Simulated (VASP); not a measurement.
Energy against volume of GaN (zinc blende). All values below come from revPBE GGA, VASP's PBE PAW potentials (set 64) (plane waves; VASP). Run with 520 eV cut-off, 10×10×10 Γ-centred mesh, Gaussian smearing of 0.050 eV, potentials Ga_d N.

```csv
V (Å³/atom),E (eV/atom)
11.236,-5.70584
11.595,-5.72488
11.953,-5.73104
12.312,-5.72629
```

Task: Fit these four points and predict the energy of the run at 12.671 Å³/atom.

Result: A cubic in V^(−2/3), the third-order Birch-Murnaghan form, passes through the four points with V0 = 11.97 Å³/atom and B0 = 161 GPa, and gives -5.7123 eV/atom there. The run gave -5.7123 eV/atom, -0.0 meV/atom from the fit; all five points give B0 = 161 GPa.

The compound is GaN in the zinc blende structure, a metastable form; wurtzite is the usual one. It was relaxed first.
